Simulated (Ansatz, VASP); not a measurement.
# BiAs2 in VASP and in Ansatz

The input INCAR:

```
PREC = Accurate ; ENCUT = 600
EDIFF = 1E-6 ; ISMEAR = 0
SIGMA = 0.1 ; LREAL = False
LASPH = True ; NELM = 100
ALGO = Normal ; ISIF = 3
LWAVE = False ; LCHARG = False
GGA = PE ; IBRION = 2
NSW = 100 ; EDIFFG = -0.01
```

File KPOINTS:

```
regular mesh
0
Gamma
  12 12 12
```

The input POSCAR:

```
BiAs2
1.0
    4.6007734727      0.0000000000      0.0000000000
   -2.3003867363      3.9843867044      0.0000000000
    0.0000000000      0.0000000000      4.0356169984
Bi As
1 2
Direct
    0.0000000000      0.0000000000      0.0000000000
    0.3333333333      0.6666666667      0.5000000000
    0.6666666667      0.3333333333      0.5000000000
```

Input for Ansatz:

```yaml
crystal:
  lattice:
    - [4.6007734727, 0.0, 0.0]
    - [-2.3003867363, 3.9843867044, 0.0]
    - [0.0, 0.0, 4.0356169984]
  atoms:
    - { symbol: Bi, position: [0.0, 0.0, 0.0] }
    - { symbol: As, position: [0.3333333333, 0.6666666667, 0.5] }
    - { symbol: As, position: [0.6666666667, 0.3333333333, 0.5] }
basis:
  ecutwfc: 420
kpoints:
  mp_grid: { grid: [12, 12, 12] }
hamiltonian:
  xc: pbe
scf:
  occupations: { method: gaussian, width: 0.1 }
output:
  forces: true
  stress: true
  eigenvalues: true
relax:
  adjacent_minimum: "off"
  f_tol: 0.01
  max_steps: 80
  cell: { stress_tol: 0.05 }
```

Change from the starting cell: species swapped into the HoSi2 type (P6/mmm, No. 191).

Alike in both runs: task relaxation of cell and atoms; functional PBE; k mesh 12 × 12 × 12; occupations gaussian, width 0.1 eV; no spin polarisation.

|  | VASP | Ansatz |
| --- | --- | --- |
| version | VASP 6.6.1 | Ansatz 0.2.0 |
| potentials or method | VASP PAW PBE potentials, release 64 (Bi_d, As) | scalar-relativistic, plane waves, PAW |
| plane-wave cutoff (eV) | 600 | 420 |
| valence electrons in the cell | 25 | 45 |

|  | VASP | Ansatz | Ansatz less VASP |
| --- | --- | --- | --- |
| gap on the k mesh at the Fermi level, each at its own relaxed structure (eV) | none | none | - |
| relaxed volume (Å³/atom) | 24.14 | 24.10 | -0.043 |
| relaxed cell length with the largest relative difference (Å) | 3.794 | 3.790 | -0.0037 |
| energy change over the relaxation (meV/atom) | -12 | -11 | +0.3 |

A gap of «none» marks a metal or a gap that the smearing closes. The two sets of potentials don't hold the same shells in valence.

Caveats: spin-orbit coupling is left out, which moves the levels of the heavy elements.
